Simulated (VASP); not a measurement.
```xyz
3
Lattice="0.0000 3.2613 3.2613 3.2613 0.0000 3.2613 3.2613 3.2613 0.0000" Properties=species:S:1:pos:R:3 pbc="T T T"
Na     1.6307     1.6307     1.6307
Na     4.8920     4.8920     4.8920
S      3.2613     0.0000     3.2613
```

The numbers are results of vdW-DF-cx, VASP's PBE PAW potentials (set 64) (plane waves; VASP), not measurements. Numerical set-up: 520 eV cut-off, 5×5×5 Γ-centred mesh, Gaussian smearing of 0.050 eV, potentials Na_pv S.

### Question
The ions, cell shape and volume are relaxed. Predict the relaxed structure.

### Answer

```xyz
3
Lattice="0.0000 3.2763 3.2763 3.2763 0.0000 3.2763 3.2763 3.2763 0.0000" Properties=species:S:1:pos:R:3 pbc="T T T"
Na     1.6382     1.6382     1.6382
Na     4.9145     4.9145     4.9145
S      0.0000     0.0000     0.0000
```
Space group Fm-3m (225), at a tolerance of 0.03 Å.

### Question
How do energy and volume change from the first to the last step?

### Answer
The energy (σ→0) changes by -0.6 meV/atom and the volume by +1.4 %, in 3 ionic steps.

```csv
step,E(σ→0) (eV),max force (eV/Å),pressure (GPa),volume (Å³)
1,-4.1793,0.000,0.51,69.38
2,-4.1810,0.000,0.16,70.12
3,-4.1812,0.000,0.11,70.34
```

The compound is Na2S in the antifluorite structure. This run relaxes it. Symmetry was kept, so distortions that lower it aren't found.
